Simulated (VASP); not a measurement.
Crystal: ScAl7N8.

```
Al Sc N
1.0
     6.38000    0.00000    0.00000
    -3.19000    5.52524    0.00000
     0.00000    0.00000    5.04000
Al Sc N
7 1 8
Direct
  0.33333 0.16667 0.50000
  0.16667 0.83333 0.00000
  0.33333 0.66667 0.50000
  0.66667 0.33333 0.00000
  0.83333 0.16667 0.50000
  0.66667 0.83333 0.00000
  0.83333 0.66667 0.50000
  0.16667 0.33333 0.00000
  0.16667 0.33333 0.38200
  0.33333 0.16667 0.88200
  0.16667 0.83333 0.38200
  0.33333 0.66667 0.88200
  0.66667 0.33333 0.38200
  0.83333 0.16667 0.88200
  0.66667 0.83333 0.38200
  0.83333 0.66667 0.88200
```

The cell was built by a generator and needn't be a form met in nature.

| Item | Value |
| --- | --- |
| Program | VASP 6.6.1 |
| Task | relaxation of cell and atoms |
| Functional | PBE |
| Potentials or basis | VASP PAW PBE potentials, release 64 (Al, Sc_sv, N) |
| Cutoff | 600 eV |
| k mesh | 4 × 4 × 5 |
| Occupations | gaussian, width 0.05 eV |
| Spin | no spin polarisation |

At the start: pressure 1.4 GPa; volume 11.10 Å³/atom.

Problem. Where does the relaxation end?

Solution. Over 12 steps the energy falls by 54.7 meV/atom and the volume is 11.08 Å³/atom (-0.2 %); space group P3m1 (No. 156, to 0.05 Å).

Step by step:
```tsv
step	energy change (eV)	largest force (eV/Å)	pressure (GPa)	volume (Å³)
1	0.0000	3.5860	1.44	177.67
2	-0.7405	1.0359	-2.92	180.24
3	-0.8153	0.6359	-2.23	179.59
4	-0.8653	0.1364	1.51	175.92
5	-0.8695	0.1762	0.65	176.71
6	-0.8738	0.0695	-0.18	177.47
7	-0.8739	0.0781	-0.10	177.39
8	-0.8746	0.0323	-0.04	177.33
9	-0.8747	0.0317	-0.02	177.30
10	-0.8749	0.0217	0.03	177.24
11	-0.8749	0.0204	0.04	177.23
12	-0.8749	0.0049	-0.02	177.29
```

Final structure:
```
CELL_PARAMETERS angstrom
6.36814 0.00000 0.00000
-3.18407 5.51497 0.00000
0.00000 0.00000 5.04808
ATOMIC_POSITIONS crystal
Al 0.33654 0.16346 0.50142
Al 0.16804 0.83402 0.99879
Al 0.33654 0.67308 0.50142
Al 0.66598 0.33196 0.99879
Al 0.82692 0.16346 0.50142
Al 0.66598 0.83402 0.99879
Al 0.83333 0.66667 0.49806
Sc 0.16667 0.33333 0.99195
N 0.16667 0.33333 0.41544
N 0.34417 0.15583 0.87671
N 0.16531 0.83265 0.37951
N 0.34417 0.68835 0.87671
N 0.66735 0.33469 0.37951
N 0.81165 0.15583 0.87671
N 0.66735 0.83265 0.37951
N 0.83333 0.66667 0.88127
```
